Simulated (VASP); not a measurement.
# Zr2Ni: structure and properties in VASP, part 4 of 17

Aim: relax Zr2Ni, then compute properties on the relaxed cell. The start is a cell from a database of measured crystal structures.

VASP 6.6.1, plane waves and PAW; the level of theory is named at each step.

So far. Step 2 (Magnetic start: ferromagnetic): The moments fall under 0.1 μB, and the mesh shows no gap. Step 3 (Magnetic start: antiferromagnetic within the cell): The energy lies +0.0 meV an atom from the first pattern, and both runs end without moments, so a difference comes from cell, mesh or thresholds alone. The moments fall under 0.1 μB, and the mesh shows no gap.

## Step 4: Magnetic start: antiferromagnetic, q = (0, 0, 1/2)

Level of this step: r2SCAN with rVV10, spin-polarised from an antiferromagnetic start; plane waves and PAW (Zr_sv, Ni) (VASP).

System of this step: Zr2Ni. The structure is tetragonal, space group I4/mcm (No. 140). Conventional cell: a = 6.477 Å, b = 6.477 Å, c = 5.241 Å, α = 90.00°, β = 90.00°, γ = 90.00°. Nearest to Zr lie 4 Ni at 2.76 Å and 3 Zr at 2.98 to 3.07 Å. Ni has 2 Ni at 2.62 Å and 8 Zr at 2.76 Å nearest. Farther neighbours are not listed.

Next, a pattern with opposite moments, which needs a doubled cell; q is given in the reciprocal vectors of the primitive cell.

The input, INCAR:

```
SYSTEM = Zr2Ni
PREC = Accurate
ENCUT = 400
EDIFF = 1E-06
NELM = 100
ISMEAR = 1
SIGMA = 0.2
LREAL = .FALSE.
ALGO = Normal
METAGGA = R2SCAN
LUSE_VDW = .TRUE.
IVDW_NL = 2
BPARAM = 11.95
CPARAM = 0.0093
LASPH = .TRUE.
NBANDS = 90
ISPIN = 2
MAGMOM = 0 0 0 0 0 0 0 0 1 -1 1 -1
LMAXMIX = 4
LORBIT = 11
LWAVE = .FALSE.
LCHARG = .FALSE.
KPAR = 8
ISIF = 2
```

The input, POSCAR:

```
Zr2Ni
1.0
   -3.2385000000      3.2385000000      2.6205000000
    3.2385000000     -3.2385000000      2.6205000000
    6.4770000000      6.4770000000     -5.2410000000
Zr Ni
8 4
Direct
    0.6629000000      0.1629000000      0.4129000000
    0.6629000000      0.1629000000      0.9129000000
    0.1629000000      0.3371000000      0.2500000000
    0.1629000000      0.3371000000      0.7500000000
    0.3371000000      0.8371000000      0.0871000000
    0.3371000000      0.8371000000      0.5871000000
    0.8371000000      0.6629000000      0.2500000000
    0.8371000000      0.6629000000      0.7500000000
    0.2500000000      0.2500000000      0.0000000000
    0.2500000000      0.2500000000      0.5000000000
    0.7500000000      0.7500000000      0.0000000000
    0.7500000000      0.7500000000      0.5000000000
```

The input, KPOINTS:

```
Automatic mesh
0
Gamma
6 6 6
0 0 0
```

PAW data sets: Zr_sv and Ni (PBE family, release 64).

On the command line:

```
> mpirun -np 8 vasp_std
```

Output:

```text
[banner, memory and clock lines left out]
running    8 mpi-ranks, on    1 nodes
 distrk:  each k-point on    1 cores,    8 groups
 distr:  one band on    1 cores,    1 groups

 POSCAR found type information on POSCAR ZrNi
 POSCAR found :  2 types and      12 ions
 [... a notice as in an earlier step ...]

 [... a notice as in an earlier step ...]

 [... a notice as in an earlier step ...]

 LDA part: xc-table for (None), standard interpolation
 POSCAR, INCAR and KPOINTS ok, starting setup
 FFT: planning ... GRIDC
 FFT: planning ... GRID_SOFT
 FFT: planning ... GRID
 WAVECAR not read
 entering main loop
       N       E                     dE             d eps       ncg     rms          rms(c)
Total rVV10 correction in eV:      2.9223467   140.9756730
Total rVV10 correction in eV:      2.9223467   140.9756730
Total rVV10 correction in eV:      2.9223467   140.9756730
Total rVV10 correction in eV:      2.9223467   140.9756730
Total rVV10 correction in eV:      2.9223467   140.9756730
Total rVV10 correction in eV:      2.9223467   140.9756730
Total rVV10 correction in eV:      2.9223467   140.9756730
Total rVV10 correction in eV:      2.9223467   140.9756730
DAV:   1     0.149992938174E+04    0.14999E+04   -0.54184E+04 18720   0.144E+03
DAV:   2    -0.754355309983E+02   -0.15754E+04   -0.15183E+04 19776   0.468E+02
DAV:   3    -0.260228284565E+03   -0.18479E+03   -0.16951E+03 23050   0.157E+02
DAV:   4    -0.293965108455E+03   -0.33737E+02   -0.32760E+02 32024   0.515E+01
DAV:   5    -0.296740545431E+03   -0.27754E+01   -0.27688E+01 32048   0.132E+01    0.559E+01
Total rVV10 correction in eV:      2.6741573   140.9756766
Total rVV10 correction in eV:      2.6741573   140.9756766
Total rVV10 correction in eV:      2.6741573   140.9756766
Total rVV10 correction in eV:      2.6741573   140.9756766
Total rVV10 correction in eV:      2.6741573   140.9756766
Total rVV10 correction in eV:      2.6741573   140.9756766
Total rVV10 correction in eV:      2.6741573   140.9756766
Total rVV10 correction in eV:      2.6741573   140.9756766
DAV:   6    -0.283649357792E+03    0.13091E+02   -0.38975E+02 22554   0.173E+02    0.743E+01
Total rVV10 correction in eV:      2.7252334   140.9756791
Total rVV10 correction in eV:      2.7252334   140.9756791
Total rVV10 correction in eV:      2.7252334   140.9756791
Total rVV10 correction in eV:      2.7252334   140.9756791
Total rVV10 correction in eV:      2.7252334   140.9756791
Total rVV10 correction in eV:      2.7252334   140.9756791
Total rVV10 correction in eV:      2.7252334   140.9756791
Total rVV10 correction in eV:      2.7252334   140.9756791
DAV:   7    -0.235453782308E+03    0.48196E+02   -0.11762E+02 25716   0.538E+01    0.213E+01
Total rVV10 correction in eV:      2.7355931   140.9756786
Total rVV10 correction in eV:      2.7355931   140.9756786
Total rVV10 correction in eV:      2.7355931   140.9756786
Total rVV10 correction in eV:      2.7355931   140.9756786
Total rVV10 correction in eV:      2.7355931   140.9756786
Total rVV10 correction in eV:      2.7355931   140.9756786
Total rVV10 correction in eV:      2.7355931   140.9756786
Total rVV10 correction in eV:      2.7355931   140.9756786
DAV:   8    -0.233380684997E+03    0.20731E+01   -0.41655E+01 26544   0.479E+01    0.253E+01
Total rVV10 correction in eV:      2.6854680   140.9756773
Total rVV10 correction in eV:      2.6854680   140.9756773
Total rVV10 correction in eV:      2.6854680   140.9756773
Total rVV10 correction in eV:      2.6854680   140.9756773
Total rVV10 correction in eV:      2.6854680   140.9756773
Total rVV10 correction in eV:      2.6854680   140.9756773
Total rVV10 correction in eV:      2.6854680   140.9756773
Total rVV10 correction in eV:      2.6854680   140.9756773
DAV:   9    -0.230932953754E+03    0.24477E+01   -0.20930E+01 24760   0.348E+01    0.848E+00
Total rVV10 correction in eV:      2.6868580   140.9756782
Total rVV10 correction in eV:      2.6868580   140.9756782
Total rVV10 correction in eV:      2.6868580   140.9756782
Total rVV10 correction in eV:      2.6868580   140.9756782
Total rVV10 correction in eV:      2.6868580   140.9756782
Total rVV10 correction in eV:      2.6868580   140.9756782
Total rVV10 correction in eV:      2.6868580   140.9756782
Total rVV10 correction in eV:      2.6868580   140.9756782
DAV:  10    -0.230935726049E+03   -0.27723E-02   -0.27681E+00 26816   0.587E+00    0.570E+00
Total rVV10 correction in eV:      2.6842892   140.9756781
Total rVV10 correction in eV:      2.6842892   140.9756781
Total rVV10 correction in eV:      2.6842892   140.9756781
Total rVV10 correction in eV:      2.6842892   140.9756781
Total rVV10 correction in eV:      2.6842892   140.9756781
Total rVV10 correction in eV:      2.6842892   140.9756781
Total rVV10 correction in eV:      2.6842892   140.9756781
Total rVV10 correction in eV:      2.6842892   140.9756781
DAV:  11    -0.230897120605E+03    0.38605E-01   -0.18953E-01 26166   0.178E+00    0.435E+00
Total rVV10 correction in eV:      2.6838737   140.9756781
Total rVV10 correction in eV:      2.6838737   140.9756781
Total rVV10 correction in eV:      2.6838737   140.9756781
Total rVV10 correction in eV:      2.6838737   140.9756781
Total rVV10 correction in eV:      2.6838737   140.9756781
Total rVV10 correction in eV:      2.6838737   140.9756781
Total rVV10 correction in eV:      2.6838737   140.9756781
Total rVV10 correction in eV:      2.6838737   140.9756781
DAV:  12    -0.230868281466E+03    0.28839E-01   -0.19961E-01 25888   0.278E+00    0.118E+00
Total rVV10 correction in eV:      2.6852003   140.9756780
Total rVV10 correction in eV:      2.6852003   140.9756780
Total rVV10 correction in eV:      2.6852003   140.9756780
Total rVV10 correction in eV:      2.6852003   140.9756780
Total rVV10 correction in eV:      2.6852003   140.9756780
Total rVV10 correction in eV:      2.6852003   140.9756780
Total rVV10 correction in eV:      2.6852003   140.9756780
Total rVV10 correction in eV:      2.6852003   140.9756780
DAV:  13    -0.230871416374E+03   -0.31349E-02   -0.65089E-02 27554   0.111E+00    0.392E-01
Total rVV10 correction in eV:      2.6863077   140.9756780
Total rVV10 correction in eV:      2.6863077   140.9756780
Total rVV10 correction in eV:      2.6863077   140.9756780
Total rVV10 correction in eV:      2.6863077   140.9756780
Total rVV10 correction in eV:      2.6863077   140.9756780
Total rVV10 correction in eV:      2.6863077   140.9756780
Total rVV10 correction in eV:      2.6863077   140.9756780
Total rVV10 correction in eV:      2.6863077   140.9756780
DAV:  14    -0.230873392304E+03   -0.19759E-02   -0.78915E-03 29470   0.278E-01    0.190E-01
Total rVV10 correction in eV:      2.6873787   140.9756780
Total rVV10 correction in eV:      2.6873787   140.9756780
Total rVV10 correction in eV:      2.6873787   140.9756780
Total rVV10 correction in eV:      2.6873787   140.9756780
Total rVV10 correction in eV:      2.6873787   140.9756780
Total rVV10 correction in eV:      2.6873787   140.9756780
Total rVV10 correction in eV:      2.6873787   140.9756780
Total rVV10 correction in eV:      2.6873787   140.9756780
DAV:  15    -0.230874750173E+03   -0.13579E-02   -0.44930E-03 25928   0.315E-01    0.177E-01
Total rVV10 correction in eV:      2.6871049   140.9756780
Total rVV10 correction in eV:      2.6871049   140.9756780
Total rVV10 correction in eV:      2.6871049   140.9756780
Total rVV10 correction in eV:      2.6871049   140.9756780
Total rVV10 correction in eV:      2.6871049   140.9756780
Total rVV10 correction in eV:      2.6871049   140.9756780
Total rVV10 correction in eV:      2.6871049   140.9756780
Total rVV10 correction in eV:      2.6871049   140.9756780
DAV:  16    -0.230874873821E+03   -0.12365E-03   -0.72345E-04 27812   0.110E-01    0.955E-02
Total rVV10 correction in eV:      2.6870291   140.9756780
Total rVV10 correction in eV:      2.6870291   140.9756780
Total rVV10 correction in eV:      2.6870291   140.9756780
Total rVV10 correction in eV:      2.6870291   140.9756780
Total rVV10 correction in eV:      2.6870291   140.9756780
Total rVV10 correction in eV:      2.6870291   140.9756780
Total rVV10 correction in eV:      2.6870291   140.9756780
Total rVV10 correction in eV:      2.6870291   140.9756780
DAV:  17    -0.230874968321E+03   -0.94500E-04   -0.15582E-04 28784   0.534E-02    0.567E-02
Total rVV10 correction in eV:      2.6870027   140.9756780
Total rVV10 correction in eV:      2.6870027   140.9756780
Total rVV10 correction in eV:      2.6870027   140.9756780
Total rVV10 correction in eV:      2.6870027   140.9756780
Total rVV10 correction in eV:      2.6870027   140.9756780
Total rVV10 correction in eV:      2.6870027   140.9756780
Total rVV10 correction in eV:      2.6870027   140.9756780
Total rVV10 correction in eV:      2.6870027   140.9756780
DAV:  18    -0.230875105485E+03   -0.13716E-03   -0.65479E-04 24888   0.105E-01    0.285E-02
Total rVV10 correction in eV:      2.6870006   140.9756780
Total rVV10 correction in eV:      2.6870006   140.9756780
Total rVV10 correction in eV:      2.6870006   140.9756780
Total rVV10 correction in eV:      2.6870006   140.9756780
Total rVV10 correction in eV:      2.6870006   140.9756780
Total rVV10 correction in eV:      2.6870006   140.9756780
Total rVV10 correction in eV:      2.6870006   140.9756780
Total rVV10 correction in eV:      2.6870006   140.9756780
DAV:  19    -0.230875139022E+03   -0.33537E-04   -0.17277E-04 26584   0.530E-02    0.167E-02
Total rVV10 correction in eV:      2.6869876   140.9756780
Total rVV10 correction in eV:      2.6869876   140.9756780
Total rVV10 correction in eV:      2.6869876   140.9756780
Total rVV10 correction in eV:      2.6869876   140.9756780
Total rVV10 correction in eV:      2.6869876   140.9756780
Total rVV10 correction in eV:      2.6869876   140.9756780
Total rVV10 correction in eV:      2.6869876   140.9756780
Total rVV10 correction in eV:      2.6869876   140.9756780
DAV:  20    -0.230875144599E+03   -0.55773E-05   -0.46496E-05 27408   0.310E-02    0.111E-02
Total rVV10 correction in eV:      2.6869769   140.9756780
Total rVV10 correction in eV:      2.6869769   140.9756780
Total rVV10 correction in eV:      2.6869769   140.9756780
Total rVV10 correction in eV:      2.6869769   140.9756780
Total rVV10 correction in eV:      2.6869769   140.9756780
Total rVV10 correction in eV:      2.6869769   140.9756780
Total rVV10 correction in eV:      2.6869769   140.9756780
Total rVV10 correction in eV:      2.6869769   140.9756780
DAV:  21    -0.230875146646E+03   -0.20473E-05   -0.83108E-06 23168   0.101E-02    0.601E-03
Total rVV10 correction in eV:      2.6869661   140.9756780
Total rVV10 correction in eV:      2.6869661   140.9756780
Total rVV10 correction in eV:      2.6869661   140.9756780
Total rVV10 correction in eV:      2.6869661   140.9756780
Total rVV10 correction in eV:      2.6869661   140.9756780
Total rVV10 correction in eV:      2.6869661   140.9756780
Total rVV10 correction in eV:      2.6869661   140.9756780
Total rVV10 correction in eV:      2.6869661   140.9756780
DAV:  22    -0.230875147156E+03   -0.51018E-06   -0.20849E-06 13832   0.590E-03
Total rVV10 correction in eV:      2.6869612   140.9756780
Total rVV10 correction in eV:      2.6869612   140.9756780
Total rVV10 correction in eV:      2.6869612   140.9756780
Total rVV10 correction in eV:      2.6869612   140.9756780
Total rVV10 correction in eV:      2.6869612   140.9756780
Total rVV10 correction in eV:      2.6869612   140.9756780
Total rVV10 correction in eV:      2.6869612   140.9756780
Total rVV10 correction in eV:      2.6869612   140.9756780
Total rVV10 correction in eV:      2.6869620   140.9756780
Total rVV10 correction in eV:      2.6869620   140.9756780
Total rVV10 correction in eV:      2.6869620   140.9756780
Total rVV10 correction in eV:      2.6869620   140.9756780
Total rVV10 correction in eV:      2.6869620   140.9756780
Total rVV10 correction in eV:      2.6869620   140.9756780
Total rVV10 correction in eV:      2.6869620   140.9756780
Total rVV10 correction in eV:      2.6869620   140.9756780
   1 F= -.23087515E+03 E0= -.23087475E+03  d E =-.119441E-02  mag=    -0.0000
```

The job ended after 20 min (8 MPI ranks of Intel Xeon 6975P-C (Granite Rapids), shared host; peak memory 11 GiB; 2.7 h of CPU time).

From OUTCAR (step 4):

```text
  LATTYP: Found a base centered orthorhombic cell.
 ALAT       =     5.2410000000
 B/A-ratio  =     1.7477315862
 C/A-ratio  =     1.7477315862

 Subroutine GETGRP returns: Found  8 space group operations
 (whereof  4 operations were pure point group operations)

The static configuration has the point symmetry C_2h.
 The point group associated with its full space group is D_2h.

 Found     52 irreducible k-points:

   k-points           NKPTS =     52   k-points in BZ     NKDIM =     52   number of bands    NBANDS=     90

   dimension x,y,z NGX =    36 NGY =   36 NGZ =   70
   dimension x,y,z NGXF=    72 NGYF=   72 NGZF=  140

   ENCUT  =  400.0 eV  29.40 Ry    5.42 a.u.   8.60  8.60 17.21*2*pi/ulx,y,z

   NELECT =     136.0000    total number of electrons

 E-fermi :   9.3386

 spin component 1
 k-point     1 :       0.0000    0.0000    0.0000
  band No.  band energies     occupation
    ...
     63       8.5361      1.00000
     64       8.8236      1.00082
     65       8.8703      1.00228
     66       9.1433      1.02251
     67       9.1442      1.02197
     68       9.4501      0.10014
     69       9.4845      0.03033
     70       9.6724     -0.01992
     71       9.6957     -0.01500
     72       9.6983     -0.01450
    ...

 k-point     2 :       0.1667    0.0000    0.0000
  band No.  band energies     occupation
    ...
     64       8.6598      1.00001
     65       8.8121      1.00063
     66       8.8261      1.00087
     67       8.9359      1.00764
     68       8.9495      1.00950
     69       9.4319      0.14890
     70       9.7500     -0.00663
     71       9.8073     -0.00226
     72       9.8877     -0.00036
     73       9.9780     -0.00003
    ...

 k-point     3 :       0.3333   -0.0000    0.0000
  band No.  band energies     occupation
    ...
     63       8.6670      1.00001
     64       8.7514      1.00013
     65       8.7751      1.00025
     66       8.9037      1.00437
     67       9.2582      0.81179
     68       9.3746      0.35035
     69       9.6488     -0.02534
     70       9.6874     -0.01669
     71       9.9161     -0.00017
     72       9.9743     -0.00003
    ...

 k-point     4 :       0.5000    0.0000    0.0000
  band No.  band energies     occupation
    ...
     64       8.7451      1.00011
     65       9.0869      1.03529
     66       9.0869      1.03529
     67       9.0873      1.03531
     68       9.0873      1.03531
     69      10.0244     -0.00001
     70      10.0244     -0.00001
     71      10.0251     -0.00001
     72      10.0251     -0.00001
     73      10.1704     -0.00000
    ...

  Total       -2.3179877     -2.3179877     -2.2104596      0.0772443      0.0000000      0.0000000
  in kB      -16.8911707    -16.8911707    -16.1076139      0.5628793      0.0000000      0.0000000
  external PRESSURE =     -16.6299851 kB  Pullay stress =       0.0000000 kB

  energy-cutoff  :      400.00
  volume of cell :      219.87
      direct lattice vectors                 reciprocal lattice vectors
    -3.238500000  3.238500000  2.620500000     0.000000000  0.154392466  0.190803282
     3.238500000 -3.238500000  2.620500000     0.154392466  0.000000000  0.190803282
     6.477000000  6.477000000 -5.241000000     0.077196233  0.077196233  0.000000000

 POSITION                                       TOTAL-FORCE (eV/Angst)
 -----------------------------------------------------------------------------------
      1.05510      4.29360      0.00000         0.080867      0.080867     -0.000000
      4.29360      7.53210     -2.62050         0.080867      0.080867     -0.000000
      2.18340      1.05510      0.00000        -0.086846      0.086846      0.000000
      5.42190      4.29360     -2.62050        -0.086846      0.086846      0.000000
      2.18340     -1.05510      2.62050        -0.080867     -0.080867     -0.000000
      5.42190      2.18340      0.00000        -0.080867     -0.080867     -0.000000
      1.05510      2.18340      2.62050         0.086846     -0.086846     -0.000000
      4.29360      5.42190      0.00000         0.086846     -0.086846      0.000000
      0.00000      0.00000      1.31025         0.000000      0.000000     -0.000000
      3.23850      3.23850     -1.31025         0.000000      0.000000     -0.000000
      0.00000      0.00000      3.93075         0.000000      0.000000     -0.000000
      3.23850      3.23850      1.31025         0.000000      0.000000     -0.000000
 -----------------------------------------------------------------------------------
    total drift:                                0.000000      0.000000     -0.000000

  FREE ENERGIE OF THE ION-ELECTRON SYSTEM (eV)
  ---------------------------------------------------
  free  energy   TOTEN  =      -230.8751471565 eV

  energy  without entropy=     -230.8739527452  energy(sigma->0) =     -230.87474902

 total charge
# of ion       s       p       d       tot
------------------------------------------
    1        2.219   5.974   1.596   9.789
    2        2.219   5.974   1.596   9.789
    3        2.219   5.974   1.596   9.789
    4        2.219   5.974   1.596   9.789
    5        2.219   5.974   1.596   9.789
    6        2.219   5.974   1.596   9.789
    7        2.219   5.974   1.596   9.789
    8        2.219   5.974   1.596   9.789
    9        0.607   0.479   8.332   9.418
   10        0.607   0.479   8.332   9.418
   11        0.607   0.479   8.332   9.418
   12        0.607   0.479   8.332   9.418
--------------------------------------------------
tot         20.178  49.710  46.096 115.984

 magnetization (x)
# of ion       s       p       d       tot
------------------------------------------
    1       -0.000  -0.000  -0.000  -0.000
    2        0.000   0.000   0.000   0.000
    3        0.000   0.000   0.000   0.000
    4        0.000   0.000   0.000   0.000
    5        0.000   0.000   0.000   0.000
    6       -0.000  -0.000  -0.000  -0.000
    7        0.000   0.000   0.000   0.000
    8        0.000   0.000   0.000   0.000
    9       -0.000   0.000  -0.000  -0.000
   10        0.000  -0.000   0.000   0.000
   11       -0.000   0.000  -0.000  -0.000
   12        0.000  -0.000   0.000   0.000
--------------------------------------------------
tot          0.000   0.000   0.000   0.000

[... 6 further parts left out ...]
```

Numbers from this step:

```yaml
scf_cycles: 22
electrons: 136
bands: 90
irreducible_k_points: 52
symmetry_operations: 8
free_energy_toten: -230.8751 eV
energy_at_zero_smearing: -230.8747 eV
fermi_energy: 9.339 eV
pressure: -1.663 GPa
```

The spin moment in the PAW sphere vanishes on all atoms.

Force by atom:

| atom | x (eV/Å) | y (eV/Å) | z (eV/Å) | size |
| --- | --- | --- | --- | --- |
| Zr1 | 0.081 | 0.081 | 0.000 | 0.114 |
| Zr2 | 0.081 | 0.081 | 0.000 | 0.114 |
| Zr3 | -0.087 | 0.087 | 0.000 | 0.123 |
| Zr4 | -0.087 | 0.087 | 0.000 | 0.123 |
| Zr5 | -0.081 | -0.081 | 0.000 | 0.114 |
| Zr6 | -0.081 | -0.081 | 0.000 | 0.114 |
| Zr7 | 0.087 | -0.087 | 0.000 | 0.123 |
| Zr8 | 0.087 | -0.087 | 0.000 | 0.123 |
| Ni9 | 0.000 | 0.000 | 0.000 | 0.000 |
| Ni10 | 0.000 | 0.000 | 0.000 | 0.000 |
| Ni11 | 0.000 | 0.000 | 0.000 | 0.000 |
| Ni12 | 0.000 | 0.000 | 0.000 | 0.000 |

The energy lies -0.1 meV an atom from the first pattern, and both runs end without moments, so a difference comes from cell, mesh or thresholds alone. The moments fall under 0.1 μB, and the mesh shows no gap.

(Part 4 of 17 ends here.)

[Lines on the potential files, build, host, timing and source positions are cut from VASP's logs without a mark.]

[Logs are printed without paths, hosts, clocks, repeated set-up lines and the standing remarks that a program may print on its own settings, such as how far it seeks lower states.]

[Hosts, paths, dates, database ids (printed as entryN), source tags and the programs' standing remarks are cut or masked in the printed files.]

[A measured line is paired with the nearest computed mode of its activity, which favours agreement.]

[In band tables of VASP the shares of atoms and orbitals are scaled to a sum of 1 inside the atoms' spheres.]
